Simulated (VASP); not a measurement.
VASP input:

**INCAR**
```
! general
SYSTEM =Sb
PREC   =Accurate
ENCUT  =400
LREAL  =F
LASPH  =T

! electronic loop
EDIFF  =1E-6
NELM   =100
ALGO   =Normal
LMAXMIX=4
LMIXTAU=T

! smearing
ISMEAR =1
SIGMA  =0.1

! functional
METAGGA=R2SCAN

! ions
IBRION =2
NSW    =60
ISIF   =3
EDIFFG =-0.01

! output
LWAVE  =F
LCHARG =F
```

File POSCAR:
```
Sb
1
   -1.8875686191     1.8875686191     1.8875686191
    1.8875686191    -1.8875686191     1.8875686191
    1.8875686191     1.8875686191    -1.8875686191
Sb
1
Direct
  0.0000000000   0.0000000000   0.0000000000
```

### KPOINTS
```
Automatic mesh
0
Gamma
12 12 12
0 0 0
```

POTCAR, in this order: Sb (PBE.64 set). Program: vasp_std.

Q: Translate this r2SCAN calculation to Ansatz.

A: One equivalent input (not run):
Ansatz 0.2 input:
```yaml
crystal:
  lattice:
    - [-1.8875686, 1.8875686, 1.8875686]
    - [1.8875686, -1.8875686, 1.8875686]
    - [1.8875686, 1.8875686, -1.8875686]
  atoms:
    - { symbol: Sb, position: [0.0000000, 0.0000000, 0.0000000] }
kpoints:
  mp_grid: { grid: [12, 12, 12] }
hamiltonian:
  xc: r2scan
  pseudopotentials: { kind: paw }
scf:
  occupations: { method: methfessel_paxton, width: 0.1 }
  max_iter: 100
relax:
  max_steps: 60
  f_tol: 0.01
  cell: {}
output: { forces: true, stress: true, eigenvalues: true }
```
Limits of the translation: each code has its own PAW files, so the cut-off isn't converted (ENCUT is set for VASP's; basis.ecutwfc is left out, and Ansatz then takes the one that its files recommend); Ansatz stops its SCF on the density residual and VASP on the energy change (EDIFF).

The structure comes from a computed database's Sb entry (Im-3m); how it stands against other phases isn't given here. It was relaxed first. The start is the result of an earlier pass.
